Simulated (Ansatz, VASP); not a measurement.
**Cross-check of SiHCF (F-SiC-H chair bilayer, AA) between VASP and Ansatz**

Wanted: the spread between two codes on one cell, functional and k mesh. The structure shown is the start of the Ansatz relaxation below; VASP solves that cell, so the two are compared at the walk's first step.

Program: Ansatz 0.2.0. Level of theory: plane waves, with VASP 6.6.1 beside it; PBE with D3(BJ). Results are calculated unless marked as measured.

### Step 1. The starting structure

The cell holds 8 atoms: 2 H, 2 C, 2 Si and 2 F. Its edges and angles: a = 3.086 Å, b = 3.085 Å, c = 42.293 Å, α = 90.0°, β = 90.0°, γ = 120.0°. Vacuum lies along c. The height across the vacuum is the one that the program set for its solve, not the one typed.

### Step 2. Ansatz: relaxation, PBE with D3(BJ)

Ansatz runs on its default PAW (the set named soft_2) files.

The two programs are compared at the cell with which this relaxation starts, whose forces are those of its first step.

File input.yaml:

```yaml
crystal:
  lattice:
    - [3.0855, 0.0, 0.0]
    - [-1.54275, 2.6721213834, 0.0]
    - [0.0, 0.0, 27.2466666667]
  atoms:
    - { symbol: H, position: [0.6666666667, 0.3333333333, 0.3303156349] }
    - { symbol: C, position: [0.6666666667, 0.3333333333, 0.3695864938] }
    - { symbol: Si, position: [0.3333333333, 0.6666666667, 0.39246391] }
    - { symbol: F, position: [0.3333333333, 0.6666666667, 0.4541228285] }
    - { symbol: H, position: [0.6666666667, 0.3333333333, 0.5458771715] }
    - { symbol: C, position: [0.6666666667, 0.3333333333, 0.5851480303] }
    - { symbol: Si, position: [0.3333333333, 0.6666666667, 0.6080254465] }
    - { symbol: F, position: [0.3333333333, 0.6666666667, 0.6696843651] }
  periodic: [true, true, false]
kpoints:
  mp_grid: { grid: [12, 12, 1] }
hamiltonian:
  xc: pbe
  dispersion: d3bj
scf:
  occupations: { method: fermi_dirac, width: 0.05 }
  convergence: { dr2_threshold: 1.0e-09 }
relax:
  f_tol: 0.004
  max_steps: 90
  cell: {}
output:
  write_potential: true
  write_density: true
  volumetric_format: npy
```

Launch:

```bash
$ ansatz run input.yaml --threads 4 --pin off --max-ram 6144MiB --backend cpu --events-out ev --progress --plain --runs-dir out
```

Numbers of over 12 decimals in the logs are rounded to 6 here.

The program printed:

```text
Warning: crystal.periodic: the lattice vector that does not repeat stood 0.000° off the slab's normal, 27.247 Å along it as the deck builds it. The run solves the slab on a vector along the normal, 42.293 Å long, with every atom where it was (on the deck's vector they left 18.00 Å outside them, and the widest stretch free of ions among them is 2.50 Å). A fractional position that the run reports is one of the run's ce [...]
Warning: relax.cell: scf.convergence.dr2_threshold = 1e-9 eV is looser than the 2.1596279388e-10 eV advised for a relaxation that steers and ends on the stress (1e-10 eV for each atom of the cell: 8, times the square of relax.cell.stress_2d_tol = 0.05 N/m over 19.2 Å (the atoms' height at the walk's start and 5 Å past either face), 2.598e-2 GPa, over a crystal's default 0.05). What an SCF threshold leaves in a stress goes as its square root, and in the free energy as the threshold itself, and one threshold admits the most on a small cell: [figures from the program's tests cut] Set scf.convergence.dr2_threshold to 2.1596279388e-10 eV or tighter. [rest of the remark cut]
crystal.periodic: the lattice vector that does not repeat stood 0.000° off the slab's normal, 27.247 Å along it as the deck builds it. The run solves the slab on a vector along the normal, 42.293 Å long, with every atom where it was (on the deck's vector they left 18.00 Å outside them, and the widest stretch free of ions among them is 2.50 Å). A fractional position that the run reports is one of the run's cell, which [...]
Engine: ansatz 0.2.0, aarch64-unknown-linux-gnu
Pseudopotentials: kind: paw
Pseudopotential: H, paw, valence charge 1, recommended cutoff 420 eV (normal), H.paw.azcp
Pseudopotential: C, paw, valence charge 4, recommended cutoff 420 eV (normal), C.paw.azcp
[...]
iter 1 solved again at ethr=1.49e-6 eV; its pass at ethr=3.10e-3 eV (dr2=4.78e-4 eV) is discarded
SCF iter   1: F=—  HF=-3425.937708 eV  |F-HF|=—  |Δ(HF+E_count)|=         —  Δρ=2.75e-5  dr2=7.05e-5  ethr=1.49e-6  ⟨swp⟩=4.9  Hψ=5949  notcnv=0
preconditioner: auto → LDOS  [metal: Δε(μ)=0.120 eV  Ē_g=11.084 eV  σ=0.050 eV  W_gap=0.46  n_scr=24 (ndim 8)  ℏωp=10.4 eV  f_vac=0.738  D(μ)=0.45/eV (n_scr^D=6)  β→1.0]
SCF iter   2: F=—  HF=-3425.937960 eV  |F-HF|=—  |Δ(HF+E_count)|=   2.52e-4  Δρ=2.39e-5  dr2=5.35e-5  ethr=2.20e-7  ⟨swp⟩=2.5  Hψ=663  notcnv=0
SCF iter   3: F=—  HF=-3425.937939 eV  |F-HF|=—  |Δ(HF+E_count)|=   2.12e-5  Δρ=1.07e-5  dr2=1.30e-5  ethr=1.67e-7  ⟨swp⟩=1.2  Hψ=460  notcnv=0
SCF iter   4: F=—  HF=-3425.937950 eV  |F-HF|=—  |Δ(HF+E_count)|=   1.13e-5  Δρ=5.88e-6  dr2=3.37e-6  ethr=4.06e-8  ⟨swp⟩=1.5  Hψ=483  notcnv=0
SCF iter   5: F=—  HF=-3425.937944 eV  |F-HF|=—  |Δ(HF+E_count)|=   5.98e-6  Δρ=3.39e-6  dr2=1.40e-6  ethr=1.05e-8  ⟨swp⟩=1.7  Hψ=535  notcnv=0
SCF iter   6: F=—  HF=-3425.937952 eV  |F-HF|=—  |Δ(HF+E_count)|=   7.80e-6  Δρ=2.84e-6  dr2=8.69e-7  ethr=4.37e-9  ⟨swp⟩=1.5  Hψ=479  notcnv=0
SCF iter   7: F=—  HF=-3425.937954 eV  |F-HF|=—  |Δ(HF+E_count)|=   1.97e-6  Δρ=2.22e-6  dr2=5.43e-7  ethr=2.72e-9  ⟨swp⟩=1.7  Hψ=481  notcnv=0
SCF iter   8: F=—  HF=-3425.937954 eV  |F-HF|=—  |Δ(HF+E_count)|=   3.09e-7  Δρ=1.58e-6  dr2=3.40e-7  ethr=1.70e-9  ⟨swp⟩=1.4  Hψ=476  notcnv=0
SCF iter   9: F=—  HF=-3425.937955 eV  |F-HF|=—  |Δ(HF+E_count)|=   2.83e-7  Δρ=1.15e-6  dr2=1.91e-7  ethr=1.06e-9  ⟨swp⟩=1.5  Hψ=478  notcnv=0
SCF iter  10: F=—  HF=-3425.937955 eV  |F-HF|=—  |Δ(HF+E_count)|=   2.39e-8  Δρ=4.72e-7  dr2=1.70e-8  ethr=5.95e-10  ⟨swp⟩=1.5  Hψ=497  notcnv=0
SCF iter  11: F=—  HF=-3425.937955 eV  |F-HF|=—  |Δ(HF+E_count)|=   2.11e-7  Δρ=1.89e-7  dr2=2.53e-9  ethr=5.31e-11  ⟨swp⟩=2.0  Hψ=593  notcnv=0
SCF iter  12: F=-3425.937955 eV  HF=-3425.937955 eV  |F-HF|=1.60e-10  |Δ(HF+E_count)|=   1.69e-8  Δρ=1.13e-7  dr2=6.24e-11  ethr=3.13e-12  ⟨swp⟩=15.2  Hψ=3990  notcnv=0
SCF 9 converged in 12 iterations: F = -3425.937955 eV  dr2 = 6.24e-11
relax step   9: F+E_penalty+E_count = -3425.93795489 eV  Δ(F+E_penalty+E_count) = -2.458e-4 eV  max|allowed force component| = 1.374e-3 eV/Å  Δτ_max = 0.0000 Å  P = +0.006 N/m  Ω = 355.025 Å³  fix = [c, alpha, beta]  reactions: c +0.000 N/m  stress off target by 5.92e-3 N/m on what of the cell is left free  SCF on the basis re-selected at this cell (its energy is not comparable with the rows above)  (12 SCF iters)
basis re-selected at this cell: Δ(F+E_penalty+E_count) = -2.458e-4 eV, ΔP = +0.003 N/m vs the last step (what re-selecting the basis moved, of the pressure what is left beyond the Pulay correction that the steps carried, after the strain that the cell walked since its last selection, with what the two solves' SCF thresholds leave and, on support functions, any second-order correction that the steps lacked; it is no m [...]
WARN: The output density's exchange-correlation potential varies sharply where the density is thin. Do not read a vacuum level from v_tot or v_xc, or from such a field of the output density. On a cell that repeats whose density bears no net charge and no dipole along the vacuum's axis use v_es (v_loc + v_h of the components); under efield.dipole_correction with no amplitude use v_es + v_field, which holds any externa [...]
SCF converged after 12 iterations
Free energy (F): -3425.937955 eV
Harris-Foulkes:  -3425.937955 eV  (|F-HF|=1.60e-10)
Internal energy: -3425.934295 eV  (E = F + TS)
E sigma→0 (E₀):  -3425.936125 eV
Entropy (-TS):   -0.003660 eV (-0.457 meV/atom)
Fermi energy:    -4.962878 eV
--- Per-component energies (eV) ---
  E_band       = -449.980865
  E_kinetic    = 711.833358
  E_local      = -81376.461736  (includes V_loc(G=0)·N_el)
  E_nonlocal   = 252.930276
  E_hartree    = 40279.039710
  E_xc         = -386.915997
  E_vxc        = -444.077402  (∫ρ·V_xc dr)
  E_paw        = -1626.562082  (= ΣΔE_a)
  E_vpaw       = -152.286366  (= ΣTr[D̂ρ^β])
  E_aug_tail   = 0.001583  (compensation charges beyond the density's cutoff)
  E_ewald      = 38721.027065
  E_disp       = -0.826472  (pairwise vdW)
  E_smearing   = -0.003660  (= −TS)
  E_closure    = -0.000000  (closes the sum)
  Σ components = -3425.937955   (vs F -3425.937955, Δ=0.00e0)
--- Forces (eV/Å), atoms counted from 1 ---
  atom   1  H      0.00000000    -0.00000000    -0.00038238
  atom   2  C     -0.00000000     0.00000000    -0.00054903
  atom   3  Si     0.00000000    -0.00000000     0.00139007
  atom   4  F      0.00000000     0.00000000    -0.00039502
  atom   5  H      0.00000000    -0.00000000    -0.00099500
  atom   6  C      0.00000000     0.00000000     0.00002589
  atom   7  Si     0.00000000    -0.00000000     0.00131722
  atom   8  F      0.00000000     0.00000000    -0.00028244
  max |Σ_I F_I| component: 1.29e-4 eV/Å
--- 2D stress c σ (N/m, compression-positive) ---
        0.005920      -0.000000      -0.000000
       -0.000000       0.005920       0.000000
       -0.000000       0.000000       0.000000
  P = ½ c Tr σ = 0.0059 N/m
--- Band table (eV; the first three rows and the last of 19) ---
  k-point 0: bands = ["-31.8192", "-28.0880", "-21.9198", "-18.2954", "-15.4065", "-12.7298", "-11.7877", "-11.7877", "-11.6540", "-8.9588", "-8.6145", "-8.6145", "-8.0452", "-8.0452", "-4.9871", "-4.9784", "-4.9784", "-3.7737", "-3.1851", "-2.8197", "-1.7393", "-0.9229", "-0.2228", "-0.2228"]
  k-point 1: bands = ["-31.8064", "-28.0752", "-21.8199", "-18.1958", "-15.3616", "-12.7695", "-11.8302", "-11.8156", "-11.6157", "-9.1402", "-9.0013", "-8.7402", "-8.0916", "-8.0736", "-5.4988", "-5.1032", "-4.8500", "-3.6313", "-2.9407", "-2.6161", "-1.5669", "-0.8110", "-0.4079", "0.1096"]
  k-point 2: bands = ["-31.7713", "-28.0402", "-21.5257", "-17.9023", "-15.2438", "-12.9201", "-11.9394", "-11.8927", "-11.5147", "-10.2561", "-9.1673", "-9.0474", "-8.2171", "-8.1525", "-6.6048", "-5.4081", "-4.4487", "-3.2133", "-2.6918", "-2.2404", "-1.2461", "-0.6808", "-0.0085", "0.7795"]
  k-point 18: bands = ["-31.6007", "-27.8700", "-19.1748", "-15.5603", "-15.5547", "-13.8705", "-13.4598", "-12.9039", "-11.8582", "-11.7555", "-11.2912", "-10.1953", "-9.7756", "-9.1920", "-8.0455", "-7.5973", "-1.8056", "-1.4757", "-0.0008", "1.0627", "1.7611", "2.1516", "2.1939", "2.4370"]
  the weakly bound empty levels are not read free of the cell's end (no_gap_told)
--- Relaxed structure (7 steps of the walk, 7 accepted, 2 SCFs on fresh bases) ---
  F+E_penalty+E_count = -3425.93795489 eV   max|allowed force component| = 1.374e-3 eV/Å   (the final SCF, on the basis selected at the relaxed cell)
  cell:  # Å, volume = 355.0254 Å³
    - [3.113354, 0, 0]
    - [-1.556677, 2.696243, 0]
    - [0, 0, 42.293333]
  atoms:
    - { symbol: H, position: [0.666667, 0.333333, 0.219424] }
    - { symbol: C, position: [0.666667, 0.333333, 0.245603] }
    - { symbol: Si, position: [0.333333, 0.666667, 0.258765] }
    - { symbol: F, position: [0.333333, 0.666667, 0.296610] }
    - { symbol: H, position: [0.666667, 0.333333, 0.346239] }
    - { symbol: C, position: [0.666667, 0.333333, 0.372348] }
    - { symbol: Si, position: [0.333333, 0.666667, 0.385667] }
    - { symbol: F, position: [0.333333, 0.666667, 0.423422] }
```

### Step 3. VASP: single point, PBE with D3(BJ), start cell

The same cell, functional, mesh and smearing now go to VASP, with its own data sets.

Lines of VASP's logs that name or quote its potential files are left out, and so is its time.

File INCAR:

```
SYSTEM = SiHCF
PREC = Accurate
ENCUT = 520
EDIFF = 1E-06
NELM = 120
ISMEAR = -1
SIGMA = 0.05
LREAL = .FALSE.
ALGO = Normal
GGA = PE
IVDW = 12
NBANDS = 24
LORBIT = 11
LWAVE = .FALSE.
LCHARG = .FALSE.
ISIF = 2
LDIPOL = .TRUE.
IDIPOL = 3
DIPOL = 0.5 0.5 0.318
LVHAR = .TRUE.
LASPH = .TRUE.
GGA_COMPAT = .FALSE.
NELMDL = -8
KPAR = 2
```

File POSCAR:

```
SiHCF
1.0
    3.0855000000      0.0000000000      0.0000000000
   -1.5427500000      2.6721210000      0.0000000000
    0.0000000000      0.0000000000     42.2933330000
H C Si F
2 2 2 2
Direct
    0.6666666667      0.3333333333      0.2127994973
    0.6666666667      0.3333333333      0.3516708650
    0.6666666667      0.3333333333      0.2380989930
    0.6666666667      0.3333333333      0.3769703608
    0.3333333334      0.6666666666      0.2528373207
    0.3333333334      0.6666666666      0.3917087121
    0.3333333334      0.6666666666      0.2925598935
    0.3333333334      0.6666666666      0.4314312849
```

File KPOINTS:

```
Automatic mesh
0
Gamma
12 12 1
0 0 0
```

PAW data sets: H, C, Si and F (PBE family, release 64).

Launch:

```bash
$ mpirun -np 2 vasp_std
```

The program printed:

```text
[banner, memory and clock lines left out]
running    2 mpi-ranks, on    1 nodes
 distrk:  each k-point on    1 cores,    2 groups
 distr:  one band on    1 cores,    1 groups

 POSCAR found type information on POSCAR H C SiF
 POSCAR found :  4 types and       8 ions
 LDA part: xc-table for (Slater+PW92), standard interpolation
 POSCAR, INCAR and KPOINTS ok, starting setup
 FFT: planning ... GRIDC
 FFT: planning ... GRID_SOFT
 FFT: planning ... GRID
 WAVECAR not read
 entering main loop
       N       E                     dE             d eps       ncg     rms          rms(c)
DAV:   1     0.272285250201E+03    0.27229E+03   -0.11876E+04   984   0.987E+02
DAV:   2    -0.124969137663E+02   -0.28478E+03   -0.26633E+03  1400   0.237E+02
DAV:   3    -0.531126387570E+02   -0.40616E+02   -0.40292E+02  1200   0.101E+02
DAV:   4    -0.541316957448E+02   -0.10191E+01   -0.10153E+01  1192   0.190E+01
DAV:   5    -0.541582052799E+02   -0.26510E-01   -0.26478E-01  1160   0.289E+00
DAV:   6    -0.541591730610E+02   -0.96778E-03   -0.96764E-03  1264   0.568E-01
DAV:   7    -0.541592110116E+02   -0.37951E-04   -0.37948E-04  1216   0.972E-02
DAV:   8    -0.541592126158E+02   -0.16042E-05   -0.16041E-05  1192   0.186E-02    0.150E+01
DAV:   9    -0.484472199137E+02    0.57120E+01   -0.14634E+01  1144   0.214E+01    0.699E+00
DAV:  10    -0.481905373874E+02    0.25668E+00   -0.25651E+00  1232   0.818E+00    0.317E+00
DAV:  11    -0.480863826249E+02    0.10415E+00   -0.13643E-01  1200   0.264E+00    0.156E+00
DAV:  12    -0.480247333765E+02    0.61649E-01   -0.72735E-02  1232   0.227E+00    0.321E-01
DAV:  13    -0.480244036205E+02    0.32976E-03   -0.22061E-02  1176   0.943E-01    0.172E-01
DAV:  14    -0.480246222834E+02   -0.21866E-03   -0.53545E-03  1168   0.410E-01    0.150E-01
[...]
DAV:  21    -0.480243519523E+02   -0.93060E-04   -0.31404E-05  1024   0.230E-02    0.503E-03
DAV:  22    -0.480243880573E+02   -0.36105E-04   -0.73274E-06   984   0.109E-02    0.324E-03
DAV:  23    -0.480244387174E+02   -0.50660E-04   -0.23383E-05   944   0.106E-02    0.283E-03
DAV:  24    -0.480244461973E+02   -0.74800E-05   -0.21077E-06   728   0.513E-03    0.104E-03
DAV:  25    -0.480244548271E+02   -0.86298E-05   -0.22091E-06   712   0.265E-03    0.107E-03
DAV:  26    -0.480244589564E+02   -0.41293E-05   -0.97049E-07   720   0.175E-03    0.601E-04
DAV:  27    -0.480244618692E+02   -0.29128E-05   -0.79517E-07   720   0.274E-03    0.591E-04
DAV:  28    -0.480244621374E+02   -0.26820E-06   -0.95323E-08   752   0.124E-03
   1 F= -.48828319E+02 E0= -.48826111E+02  d E =-.441515E-02
```

(Part 1 of 2 ends here.)

[Lines on the potential files, build, host, timing and source positions are cut from VASP's logs without a mark.]

[Logs are printed without paths, hosts, clocks, repeated set-up lines and the standing remarks that a program may print on its own settings, such as how far it seeks lower states.]

[Hosts, paths, dates, database ids (printed as entryN), source tags and the programs' standing remarks are cut or masked in the printed files.]
